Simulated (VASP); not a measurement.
Method: PBEsol GGA, VASP's PBE PAW potentials (set 64) (plane waves; VASP).

VASP ran on this input.

**POSCAR**
```
MgH2
1
    4.4851654907     0.0000000000     0.0000000000
    0.0000000000     4.4851654907     0.0000000000
    0.0000000000     0.0000000000     2.9959975163
Mg H
2 4
Direct
  0.0000000000   0.0000000000   0.0000000000
  0.5000000000   0.5000000000   0.5000000000
  0.3043043859   0.3043043859   0.0000000000
  0.8043043859   0.1956956141   0.5000000000
  0.1956956141   0.8043043859   0.5000000000
  0.6956956141   0.6956956141   0.0000000000
```

INCAR:
```
# general
SYSTEM = MgH2
PREC   = Accurate
ENCUT  = 520   # plane-wave cut-off (eV)
LREAL  = .False.   # projection in real space or not
LASPH  = .True.   # aspherical one-centre terms

# electronic loop
EDIFF  = 1E-7   # SCF stop (eV)
NELM   = 100   # most electronic steps
ALGO   = Normal   # blocked Davidson

# smearing
ISMEAR = -5   # tetrahedra, Bloechl

# functional
GGA    = PS

# ions
ISIF   = 2   # forces and stress, cell fixed

# output
LWAVE  = .False.
LCHARG = .True.
LORBIT = 11
NEDOS  = 601   # DOS grid

# other
LEFG   = .True.
```

**KPOINTS**
```
Automatic mesh
0
Gamma
6 6 8
0 0 0
```

POTCAR, in this order: Mg H (PBE.64 set). Program: vasp_std.

The run wrote:

OSZICAR:
```
       N       E                     dE             d eps       ncg     rms          rms(c)
DAV:   1     0.311015131798E+01    0.31102E+01   -0.34036E+03   800   0.784E+02
DAV:   2    -0.181915995866E+02   -0.21302E+02   -0.20988E+02  1104   0.819E+01
DAV:   3    -0.188904646188E+02   -0.69887E+00   -0.69887E+00  1016   0.212E+01
DAV:   4    -0.188922375989E+02   -0.17730E-02   -0.17730E-02  1112   0.104E+00
DAV:   5    -0.188922415803E+02   -0.39814E-05   -0.39814E-05  1008   0.402E-02    0.610E+00
DAV:   6    -0.180391412256E+02    0.85310E+00   -0.67985E-01   848   0.477E+00    0.313E+00
DAV:   7    -0.177356718340E+02    0.30347E+00   -0.86683E-01   872   0.578E+00    0.458E-01
DAV:   8    -0.177399304645E+02   -0.42586E-02   -0.11125E-02   912   0.851E-01    0.732E-02
DAV:   9    -0.177397909420E+02    0.13952E-03   -0.44606E-04  1120   0.142E-01    0.145E-02
DAV:  10    -0.177397964152E+02   -0.54732E-05   -0.12590E-05   912   0.307E-02    0.735E-03
DAV:  11    -0.177397958711E+02    0.54412E-06   -0.33841E-06   904   0.943E-03    0.157E-03
DAV:  12    -0.177397957865E+02    0.84581E-07   -0.11033E-07   584   0.236E-03
   1 F= -.17739796E+02 E0= -.17739796E+02  d E =0.000000E+00
```

OUTCAR:
```
------------------------ aborting loop because EDIFF is reached ----------------------------------------
  FORCE on cell =-STRESS in cart. coord.  units (eV):
  Direction    XX          YY          ZZ          XY          YZ          ZX
  --------------------------------------------------------------------------------------
  Total       -0.1126270     -0.1126270      0.0656637      0.0000000      0.0000000      0.0000000
  in kB       -2.9940212     -2.9940212      1.7455714      0.0000000      0.0000000      0.0000000
  external PRESSURE =      -1.4141570 kB  Pullay stress =       0.0000000 kB
  volume of cell :       60.27
      direct lattice vectors                 reciprocal lattice vectors
     4.485165491  0.000000000  0.000000000     0.222957214  0.000000000  0.000000000
     0.000000000  4.485165491  0.000000000     0.000000000  0.222957214  0.000000000
     0.000000000  0.000000000  2.995997516     0.000000000  0.000000000  0.333778648
 POSITION                                       TOTAL-FORCE (eV/Angst)
 -----------------------------------------------------------------------------------
      0.00000      0.00000      0.00000         0.000000     -0.000000     -0.000000
      2.24258      2.24258      1.49800         0.000000     -0.000000     -0.000000
      1.36486      1.36486      0.00000         0.000989      0.000989     -0.000000
      3.60744      0.87773      1.49800         0.000989     -0.000989      0.000000
      0.87773      3.60744      1.49800        -0.000989      0.000989     -0.000000
      3.12031      3.12031      0.00000        -0.000989     -0.000989      0.000000
 -----------------------------------------------------------------------------------
    total drift:                                0.000000      0.000000     -0.000000
  FREE ENERGIE OF THE ION-ELECTRON SYSTEM (eV)
  ---------------------------------------------------
  free  energy   TOTEN  =       -17.7397957865 eV

  energy  without entropy=      -17.7397957865  energy(sigma->0) =      -17.73979579

 total charge

# of ion       s       p       d       tot
------------------------------------------
    1        0.154   0.155   0.041   0.350
    2        0.154   0.155   0.041   0.350
    3        0.559   0.002   0.000   0.562
    4        0.559   0.002   0.000   0.562
    5        0.559   0.002   0.000   0.562
    6        0.559   0.002   0.000   0.562
--------------------------------------------------
tot          2.547   0.319   0.081   2.947

 Electric field gradients after diagonalization (V/A^2)
 (convention: |V_zz| > |V_xx| > |V_yy|)
----------------------------------------------------------------------
 ion       V_xx      V_yy      V_zz     asymmetry (V_yy - V_xx)/ V_zz
----------------------------------------------------------------------
   1       5.634     0.167    -5.801       0.942
   2       5.634     0.167    -5.801       0.942
   3       4.382     1.087    -5.469       0.603
   4       4.382     1.087    -5.469       0.603
   5       4.382     1.087    -5.469       0.603
   6       4.382     1.087    -5.469       0.603
```
(Selected blocks of OUTCAR.)

The compound is MgH2 in the rutile structure. It was relaxed first.
